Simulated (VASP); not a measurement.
Consider the following.

```
CELL_PARAMETERS angstrom
      1.23843    -2.14502     0.00000
      1.23843     2.14502     0.00000
      0.00000     0.00000     7.03061
ATOMIC_POSITIONS crystal
  C  0.00000 0.00000 0.25000
  C  0.00000 0.00000 0.75000
  C  0.33333 0.66667 0.25000
  C  0.66667 0.33333 0.75000
```

All values below come from vdW-DF2, VASP's PBE PAW potentials (set 64) (plane waves; VASP 6.6.1). Numerical set-up: 520 eV cut-off, Gaussian smearing of 0.050 eV, potentials C.

**Question.** Give the energies of bands 3 to 10 at the high-symmetry points, in eV from the Fermi level.

**Answer.** 
```csv
band,Γ,M,K,A,L,H
3,-8.21,-13.03,-12.51,-7.47,-13.01,-12.51
4,-6.58,-12.97,-12.45,-7.47,-13.01,-12.51
5,-3.23,-6.46,-10.29,-3.22,-6.44,-10.30
6,-3.23,-6.42,-10.29,-3.22,-6.44,-10.30
7,-3.21,-2.62,-0.50,-3.22,-2.31,0.00
8,-3.21,-2.07,-0.01,-3.22,-2.31,0.00
9,3.60,1.50,-0.01,5.91,1.65,0.01
10,8.33,2.08,0.56,5.91,1.65,0.01
```

It has no gap at this level: it comes out as a metal or semimetal.

The compound is C in the graphite structure. It was relaxed first, which changed the volume by +6 %.
